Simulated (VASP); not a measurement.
VASP runs on AgBr (rock salt) share one base input (PBE GGA, plane waves, VASP's PBE PAW potentials (set 64)) and change the settings named in each case.

**INCAR**
```
# general
SYSTEM  = AgBr
PREC    = Accurate
ENCUT   = 400
LREAL   = F
LASPH   = T

# electronic loop
EDIFF   = 1E-6
NELM    = 100
ALGO    = Normal
LMAXMIX = 4

# smearing
ISMEAR  = 0
SIGMA   = 0.05

# functional
GGA     = PE

# ions
ISIF    = 2

# output
LWAVE   = F
LCHARG  = F
```

File KPOINTS:
```
Automatic mesh
0
gamma
 7 7 7
0 0 0
```

### POSCAR
```
AgBr
1
    0.0000000000     2.8850000000     2.8850000000
    2.8850000000     0.0000000000     2.8850000000
    2.8850000000     2.8850000000     0.0000000000
Ag Br
1 1
Direct
  0.0000000000   0.0000000000   0.0000000000
  0.5000000000   0.5000000000   0.5000000000
```

POTCAR, in this order: Ag Br (PBE.64 set). Program: vasp_std.

| change | E(σ→0) (eV/atom) | pressure (GPa) | irreducible k-points |
|---|---|---|---|
| base run | -2.4956 | 1.34 | 20 |
| KPOINTS 1×1×1 Γ-centred mesh | -0.4292 | 8.62 | 1 |
| KPOINTS 5×5×5 Γ-centred mesh | -2.4933 | 1.39 | 10 |
| KPOINTS 8×8×8 Γ-centred mesh | -2.4957 | 1.33 | 29 |
| KPOINTS 9×9×9 Γ-centred mesh | -2.4957 | 1.33 | 35 |
| KPOINTS 11×11×11 Γ-centred mesh | -2.4958 | 1.33 | 56 |

Left out are runs that ran out of time, are held back, or changed the cell or the kind of run, fixed moments of cells without a moment, rows past the twelfth, gaps on odd meshes, pressures of charged cells and columns that move by less than the noise.

The compound is AgBr in the rock salt structure. The cell was not relaxed at this level.
